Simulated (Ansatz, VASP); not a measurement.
**One calculation of Ta3B2N, two programs**

```
CELL_PARAMETERS angstrom
2.42842 1.40205 3.89210
-2.42842 1.40205 3.89210
0.00000 -2.80409 3.89210
ATOMIC_POSITIONS crystal
Ta 0.00000 0.50000 0.00000
Ta 0.50000 0.00000 0.00000
Ta 0.00000 0.00000 0.50000
B 0.62478 0.62478 0.62478
B 0.37522 0.37522 0.37522
N 0.00000 0.00000 0.00000
```

Change from the starting cell: species swapped into the Li2GaCu3 type (R-3m, No. 166).

Alike in both runs: task single point; functional PBE; k mesh 6 × 6 × 6; occupations gaussian, width 0.1 eV; no spin polarisation.

|  | VASP | Ansatz |
| --- | --- | --- |
| version | VASP 6.6.1 | Ansatz 0.2.0 |
| potentials or method | VASP PAW PBE potentials, release 64 (Ta_pv, B, N) | scalar-relativistic, plane waves, PAW |
| plane-wave cutoff (eV) | 520 | 420 |
| valence electrons in the cell | 44 | 50 |

```tsv
	VASP	Ansatz	Ansatz less VASP
gap on the k mesh at the Fermi level (eV)	none	none	-
pressure (GPa)	8.7	8.1	-0.66
largest component of the traceless stress (GPa)	63.93	63.60	-0.330
rms of the force components (eV/Å)	0.102	0.103	+0.0010
```

Atom by atom the forces differ by 0.001 eV/Å (rms over components). A gap of «none» marks a metal or a gap that the smearing closes. The functional is the same, so the differences come from potentials, cutoffs and numerics. The two sets of potentials don't hold the same shells in valence.

The runs have no spin-orbit coupling, so splittings on Ta are missing.
